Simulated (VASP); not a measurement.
Calculation: PBEsol GGA, VASP's PBE PAW potentials (set 64) (plane waves; VASP).

VASP input:

### INCAR
```
SYSTEM = ErSb
PREC = Accurate
ENCUT = 530
EDIFF = 1E-7
NELM = 100
ALGO = Normal
LREAL = .FALSE.
LASPH = .TRUE.
ISMEAR = 1
SIGMA = 0.1
GGA = PS
LMAXMIX = 6
LWAVE = .FALSE.
LCHARG = .FALSE.
IBRION = 6
ISIF = 3
NFREE = 2
POTIM = 0.015
NSW = 1
```

KPOINTS:
```
Automatic mesh
0
Gamma
9 9 9
0 0 0
```

File POSCAR:
```
ErSb
4.2857440
  0.0000000000   0.7071067206   0.7071067206
  0.7071067206   0.0000000000   0.7071067206
  0.7071067206   0.7071067206   0.0000000000
Er Sb
1 1
direct
  0.0000000000   0.0000000000   0.0000000000
  0.5000000000   0.5000000000   0.5000000000
```

POTCAR, in this order: Er_3 Sb (PBE.64 set). Program: vasp_std.

Output

**OUTCAR**
```
 ion  position               nearest neighbor table
   1  0.000  0.000  0.000-   2 3.03   2 3.03   2 3.03   2 3.03   2 3.03   2 3.03
   2  0.500  0.500  0.500-   1 3.03   1 3.03   1 3.03   1 3.03   1 3.03   1 3.03
  LATTYP: Found a face centered cubic cell.
 ALAT       =     6.0609567700
 Subroutine PRICEL returns:
 Original cell was already a primitive cell.
 Subroutine GETGRP returns: Found 48 space group operations
The static configuration has the point symmetry O_h .
The dynamic configuration has the point symmetry O_h .
 Subroutine INISYM returns: Found 48 space group operations
 Subroutine IBZKPT returns following result:
 Found     35 irreducible k-points:

 Following reciprocal coordinates:
            Coordinates               Weight
  0.000000  0.000000  0.000000      1.000000
  0.111111  0.000000  0.000000      8.000000
  0.222222  0.000000  0.000000      8.000000
  0.333333  0.000000  0.000000      8.000000
  0.444444  0.000000  0.000000      8.000000
  0.111111  0.111111  0.000000      6.000000
  0.222222  0.111111  0.000000     24.000000
  0.333333  0.111111  0.000000     24.000000
  0.444444  0.111111  0.000000     24.000000
...
```

File OSZICAR:
```
...
   8 F= -.11717699E+02 E0= -.11717500E+02  d E =-.596151E-03
       N       E                     dE             d eps       ncg     rms          rms(c)
DAV:   1    -0.117253029713E+02   -0.76042E-02   -0.40169E-01  7528   0.709E+00    0.517E-01
DAV:   2    -0.117205227572E+02    0.47802E-02   -0.54145E-03  8259   0.696E-01    0.309E-01
DAV:   3    -0.117176949345E+02    0.28278E-02   -0.21293E-03  8691   0.659E-01    0.515E-02
DAV:   4    -0.117176998364E+02   -0.49019E-05   -0.13225E-04  5790   0.888E-02    0.325E-02
DAV:   5    -0.117176988559E+02    0.98046E-06   -0.85176E-06  7900   0.279E-02    0.452E-03
DAV:   6    -0.117176987959E+02    0.59974E-07   -0.46985E-07  7287   0.675E-03
   9 F= -.11717699E+02 E0= -.11717500E+02  d E =-.595860E-03
       N       E                     dE             d eps       ncg     rms          rms(c)
DAV:   1    -0.117146566614E+02    0.30422E-02   -0.39340E-01  7568   0.686E+00    0.361E-01
DAV:   2    -0.117149650541E+02   -0.30839E-03   -0.46294E-03  8088   0.598E-01    0.216E-01
DAV:   3    -0.117170458661E+02   -0.20808E-02   -0.98123E-04  8950   0.455E-01    0.353E-02
DAV:   4    -0.117174913919E+02   -0.44553E-03   -0.77859E-05  7228   0.828E-02    0.208E-02
DAV:   5    -0.117176496440E+02   -0.15825E-03   -0.57629E-06  8466   0.259E-02    0.232E-03
DAV:   6    -0.117176792745E+02   -0.29631E-04   -0.34408E-07  5839   0.544E-03    0.961E-04
DAV:   7    -0.117176933233E+02   -0.14049E-04   -0.20462E-08  3653   0.214E-03    0.225E-04
DAV:   8    -0.117176959003E+02   -0.25770E-05   -0.64435E-09  3433   0.251E-03    0.113E-04
DAV:   9    -0.117176969915E+02   -0.10913E-05   -0.38899E-09  3398   0.129E-03    0.827E-05
DAV:  10    -0.117176983965E+02   -0.14049E-05   -0.28948E-09  3188   0.176E-03    0.656E-05
DAV:  11    -0.117176987091E+02   -0.31260E-06   -0.18714E-09  3053   0.897E-04    0.293E-05
DAV:  12    -0.117176987862E+02   -0.77088E-07   -0.13935E-09  2948   0.126E-03
  10 F= -.11717699E+02 E0= -.11717500E+02  d E =-.596047E-03
       N       E                     dE             d eps       ncg     rms          rms(c)
DAV:   1    -0.117252250641E+02   -0.75264E-02   -0.39764E-01  7492   0.724E+00    0.518E-01
DAV:   2    -0.117205207228E+02    0.47043E-02   -0.61416E-03  7787   0.725E-01    0.309E-01
DAV:   3    -0.117176956314E+02    0.28251E-02   -0.21433E-03  8754   0.656E-01    0.532E-02
DAV:   4    -0.117176999422E+02   -0.43107E-05   -0.13066E-04  6089   0.884E-02    0.336E-02
DAV:   5    -0.117176988376E+02    0.11046E-05   -0.80718E-06  7712   0.266E-02    0.398E-03
DAV:   6    -0.117176988039E+02    0.33668E-07   -0.46906E-07  7164   0.654E-03
  11 F= -.11717699E+02 E0= -.11717500E+02  d E =-.595833E-03
       N       E                     dE             d eps       ncg     rms          rms(c)
DAV:   1    -0.117214253835E+02   -0.37265E-02   -0.35508E-01  7468   0.655E+00    0.361E-01
DAV:   2    -0.117193600178E+02    0.20654E-02   -0.55028E-03  7779   0.632E-01    0.217E-01
DAV:   3    -0.117177374966E+02    0.16225E-02   -0.99081E-04  8918   0.449E-01    0.367E-02
DAV:   4    -0.117177086644E+02    0.28832E-04   -0.96514E-05  6737   0.919E-02    0.197E-02
DAV:   5    -0.117177001227E+02    0.85417E-05   -0.67609E-06  8328   0.291E-02    0.131E-03
DAV:   6    -0.117176996338E+02    0.48890E-06   -0.35186E-07  6144   0.591E-03    0.706E-04
DAV:   7    -0.117176990280E+02    0.60576E-06   -0.25178E-08  3566   0.245E-03    0.166E-04
DAV:   8    -0.117176988455E+02    0.18249E-06   -0.91947E-09  3430   0.247E-03    0.917E-05
DAV:   9    -0.117176988243E+02    0.21249E-07   -0.53899E-09  3398   0.173E-03
  12 F= -.11717699E+02 E0= -.11717500E+02  d E =-.596066E-03
       N       E                     dE             d eps       ncg     rms          rms(c)
DAV:   1    -0.117251773977E+02   -0.74786E-02   -0.40536E-01  7450   0.751E+00    0.519E-01
DAV:   2    -0.117205223398E+02    0.46551E-02   -0.65910E-03  7975   0.743E-01    0.309E-01
DAV:   3    -0.117176964104E+02    0.28259E-02   -0.21164E-03  8749   0.654E-01    0.534E-02
DAV:   4    -0.117177000586E+02   -0.36482E-05   -0.12911E-04  6254   0.890E-02    0.341E-02
DAV:   5    -0.117176988781E+02    0.11805E-05   -0.85151E-06  7781   0.276E-02    0.362E-03
DAV:   6    -0.117176988027E+02    0.75441E-07   -0.50517E-07  7521   0.707E-03
  13 F= -.11717699E+02 E0= -.11717500E+02  d E =-.595867E-03
       N       E                     dE             d eps       ncg     rms          rms(c)
DAV:   1    -0.117144796219E+02    0.32193E-02   -0.64462E-01  2557   0.258E+01    0.315E-01
DAV:   2    -0.117168865935E+02   -0.24070E-02   -0.27001E-02  2348   0.135E+00    0.172E-01
DAV:   3    -0.117174649399E+02   -0.57835E-03   -0.12843E-03  3170   0.625E-01    0.351E-02
DAV:   4    -0.117176935549E+02   -0.22861E-03   -0.63779E-05  2860   0.102E-01    0.140E-02
DAV:   5    -0.117177596641E+02   -0.66109E-04   -0.91731E-06  3186   0.733E-02    0.260E-03
DAV:   6    -0.117177690101E+02   -0.93460E-05   -0.44755E-07  2474   0.709E-03    0.695E-04
DAV:   7    -0.117177740387E+02   -0.50286E-05   -0.26615E-08  1437   0.504E-03    0.165E-04
DAV:   8    -0.117177747463E+02   -0.70767E-06   -0.96289E-09  1347   0.205E-03    0.977E-05
DAV:   9    -0.117177751692E+02   -0.42284E-06   -0.28398E-09  1359   0.198E-03    0.698E-05
DAV:  10    -0.117177757964E+02   -0.62721E-06   -0.13024E-09  1305   0.137E-03    0.495E-05
DAV:  11    -0.117177758979E+02   -0.10154E-06   -0.68682E-10  1227   0.620E-04    0.188E-05
DAV:  12    -0.117177759293E+02   -0.31341E-07   -0.46992E-10  1185   0.887E-04
  14 F= -.11717776E+02 E0= -.11717515E+02  d E =-.783509E-03
       N       E                     dE             d eps       ncg     rms          rms(c)
DAV:   1    -0.117096508863E+02    0.81250E-02   -0.14271E+00  2114   0.423E+01    0.394E-01
DAV:   2    -0.117175674152E+02   -0.79165E-02   -0.79442E-02  2117   0.230E+00    0.176E-01
DAV:   3    -0.117177659645E+02   -0.19855E-03   -0.30043E-03  2864   0.812E-01    0.673E-02
DAV:   4    -0.117177736207E+02   -0.76561E-05   -0.71139E-05  2662   0.161E-01    0.246E-02
DAV:   5    -0.117177760815E+02   -0.24609E-05   -0.37525E-06  2537   0.200E-02    0.289E-03
DAV:   6    -0.117177759444E+02    0.13712E-06   -0.63526E-07  2623   0.228E-02    0.838E-04
DAV:   7    -0.117177759353E+02    0.90689E-08   -0.32871E-08  1473   0.321E-03
  15 F= -.11717776E+02 E0= -.11717515E+02  d E =-.783508E-03
       N       E                     dE             d eps       ncg     rms          rms(c)
DAV:   1    -0.117144749820E+02    0.33010E-02   -0.52324E-01  2253   0.245E+01    0.926E-02
DAV:   2    -0.117176531163E+02   -0.31781E-02   -0.32049E-02  2047   0.144E+00    0.387E-02
DAV:   3    -0.117177771804E+02   -0.12406E-03   -0.13395E-03  2896   0.482E-01    0.349E-02
DAV:   4    -0.117177749877E+02    0.21927E-05   -0.23394E-05  2700   0.870E-02    0.885E-03
DAV:   5    -0.117177754841E+02   -0.49644E-06   -0.29421E-06  2368   0.271E-02    0.356E-03
DAV:   6    -0.117177753821E+02    0.10198E-06   -0.40354E-07  2209   0.141E-02    0.597E-04
DAV:   7    -0.117177753767E+02    0.54383E-08   -0.26042E-08  1325   0.288E-03
  16 F= -.11717775E+02 E0= -.11717514E+02  d E =-.783504E-03
       N       E                     dE             d eps       ncg     rms          rms(c)
DAV:   1    -0.117170664673E+02    0.70891E-03   -0.22382E-01  1659   0.268E+00    0.269E-01
DAV:   2    -0.117178544397E+02   -0.78797E-03   -0.90699E-03  2670   0.838E-01    0.192E-01
DAV:   3    -0.117177712173E+02    0.83222E-04   -0.43052E-04  1992   0.269E-01    0.232E-02
DAV:   4    -0.117177766535E+02   -0.54361E-05   -0.55466E-05  2465   0.716E-02    0.714E-03
DAV:   5    -0.117177753610E+02    0.12925E-05   -0.52943E-06  2530   0.552E-02    0.349E-03
DAV:   6    -0.117177753837E+02   -0.22707E-07   -0.53413E-07  2232   0.969E-03
  17 F= -.11717775E+02 E0= -.11717514E+02  d E =-.783501E-03
```

File OUTCAR:
```
------------------------ aborting loop because EDIFF is reached ----------------------------------------
  FORCE on cell =-STRESS in cart. coord.  units (eV):
  Direction    XX          YY          ZZ          XY          YZ          ZX
  --------------------------------------------------------------------------------------
  Total        0.0090507      0.0023471      0.0023471     -0.0000000      0.0000000      0.0000000
  in kB        0.2605130      0.0675591      0.0675591     -0.0000000      0.0000000      0.0000000
  external PRESSURE =       0.1318771 kB  Pullay stress =       0.0000000 kB
  volume of cell :       55.66
      direct lattice vectors                 reciprocal lattice vectors
     0.000000000  3.030478385  3.030478385    -0.164990452  0.164990452  0.164990452
     3.030478385  0.000000000  3.030478385     0.164990452 -0.164990452  0.164990452
     3.030478385  3.030478385  0.000000000     0.164990452  0.164990452 -0.164990452
 POSITION                                       TOTAL-FORCE (eV/Angst)
 -----------------------------------------------------------------------------------
      0.00000      0.00000      0.00000        -0.083808      0.000000      0.000000
      3.01548      3.03048      3.03048         0.083808      0.000000      0.000000
 -----------------------------------------------------------------------------------
    total drift:                                0.000109      0.000000      0.000000
  FREE ENERGIE OF THE ION-ELECTRON SYSTEM (eV)
  ---------------------------------------------------
  free  energy   TOTEN  =       -11.7177753837 eV

  energy  without entropy=      -11.7169918829  energy(sigma->0) =      -11.71751422

   1 f  =    4.401714 THz    27.656787 2PiTHz  146.825389 cm-1    18.204020 meV
             X         Y         Z           dx          dy          dz
      0.000000  0.000000  0.000000     0.649083    0.000000    0.000000
      3.030478  3.030478  3.030478    -0.760717   -0.000000   -0.000000

   2 f  =    4.401714 THz    27.656787 2PiTHz  146.825389 cm-1    18.204020 meV
             X         Y         Z           dx          dy          dz
      0.000000  0.000000  0.000000    -0.000000    0.649083   -0.000000
      3.030478  3.030478  3.030478     0.000000   -0.760717   -0.000000

   3 f  =    4.401714 THz    27.656787 2PiTHz  146.825389 cm-1    18.204020 meV
             X         Y         Z           dx          dy          dz
      0.000000  0.000000  0.000000     0.000000    0.000000   -0.649083
      3.030478  3.030478  3.030478     0.000000    0.000000    0.760717

   4 f/i=    0.000193 THz     0.001215 2PiTHz    0.006450 cm-1     0.000800 meV
             X         Y         Z           dx          dy          dz
      0.000000  0.000000  0.000000    -0.173140   -0.169517   -0.721095
      3.030478  3.030478  3.030478    -0.147732   -0.144641   -0.615275

   5 f/i=    0.000193 THz     0.001215 2PiTHz    0.006450 cm-1     0.000800 meV
             X         Y         Z           dx          dy          dz
      0.000000  0.000000  0.000000    -0.379228    0.656411   -0.063256
      3.030478  3.030478  3.030478    -0.323577    0.560084   -0.053973

   6 f/i=    0.000193 THz     0.001215 2PiTHz    0.006450 cm-1     0.000800 meV
             X         Y         Z           dx          dy          dz
      0.000000  0.000000  0.000000     0.636317    0.345078   -0.233906
      3.030478  3.030478  3.030478     0.542939    0.294438   -0.199581

 ELASTIC MODULI CONTR FROM IONIC RELAXATION (kBar)
 Direction    XX          YY          ZZ          XY          YZ          ZX
 --------------------------------------------------------------------------------
 XX           0.0000      0.0000      0.0000      0.0000      0.0000      0.0000
 YY           0.0000      0.0000      0.0000      0.0000      0.0000      0.0000
 ZZ           0.0000      0.0000      0.0000      0.0000      0.0000      0.0000
 XY           0.0000      0.0000      0.0000      0.0000      0.0000      0.0000
 YZ           0.0000      0.0000      0.0000      0.0000      0.0000      0.0000
 ZX           0.0000      0.0000      0.0000      0.0000      0.0000      0.0000
 --------------------------------------------------------------------------------

 TOTAL ELASTIC MODULI (kBar)
 Direction    XX          YY          ZZ          XY          YZ          ZX
 --------------------------------------------------------------------------------
 XX        1656.6405    187.3855    187.3855      0.0000      0.0000     -0.0000
 YY         187.3855   1656.6405    187.3855     -0.0000     -0.0000     -0.0000
 ZZ         187.3855    187.3855   1656.6405      0.0000      0.0000     -0.0000
 XY           0.0000     -0.0000      0.0000    186.4330      0.0000      0.0000
 YZ           0.0000     -0.0000      0.0000      0.0000    186.4330      0.0000
 ZX          -0.0000     -0.0000     -0.0000      0.0000      0.0000    186.4330
 --------------------------------------------------------------------------------
```
(Selected blocks of OUTCAR.)

The 4f electrons are frozen in the core of the lanthanide potential, so 4f levels, which can set the real gap, and their magnetism are missing. Finite-difference elastic constants of metals are sensitive to mesh and smearing; shear constants can be off by tens of GPa.

The structure comes from a measured ErSb entry (Fm-3m) of the Crystallography Open Database, whose conditions weren't checked. It was relaxed first.
